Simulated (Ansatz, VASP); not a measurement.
## GaGe in VASP and in Ansatz

INCAR

```
ALGO = Fast
EDIFF = 1E-6
ENCUT = 520
ISIF = 2
ISMEAR = 0
LASPH = T
LCHARG = F
LREAL = F
LWAVE = F
NBANDS = 20
NELM = 100
PREC = Accurate
SIGMA = 0.15
```

Contents of KPOINTS:

```
k-points
0
Gamma
  14 14 14
```

The input POSCAR:

```
GaGe
1.0
    0.0000000000      2.8978440000      2.8109086800
    2.8978440000      0.0000000000      2.8109086800
    2.8978440000      2.8978440000      0.0000000000
Ga Ge
1 1
Direct
    0.7500000000      0.7500000000      0.7500000000
    0.0000000000      0.0000000000      0.0000000000
```

Input for Ansatz:

```yaml
crystal:
  lattice:
    - [0.0, 2.897844, 2.81090868]
    - [2.897844, 0.0, 2.81090868]
    - [2.897844, 2.897844, 0.0]
  atoms:
    - { symbol: Ga, position: [0.75, 0.75, 0.75] }
    - { symbol: Ge, position: [0.0, 0.0, 0.0] }
basis:
  ecutwfc: 420
kpoints:
  mp_grid: { grid: [14, 14, 14] }
hamiltonian:
  xc: lda
scf:
  occupations: { method: gaussian, width: 0.15 }
output:
  forces: true
  stress: true
  eigenvalues: true
```

Change from the starting cell: strain +0.000 along x and y, -0.030 along z, atoms carried along.

Alike in both runs: task single point; functional LDA; k mesh 14 × 14 × 14; occupations gaussian, width 0.15 eV; no spin polarisation.

```csv
,VASP,Ansatz
version,VASP 6.6.1,Ansatz 0.2.0
potentials or method,"VASP PAW LDA potentials, release 64 (Ga_d, Ge_d)","scalar-relativistic, plane waves, PAW"
plane-wave cutoff (eV),520,420
valence electrons in the cell,27,27
```

```csv
,VASP,Ansatz,Ansatz less VASP
gap on the k mesh at the Fermi level (eV),none,none,-
pressure (GPa),-2.9,-2.9,-0.04
```

A gap of «none» marks a metal or a gap that the smearing closes.
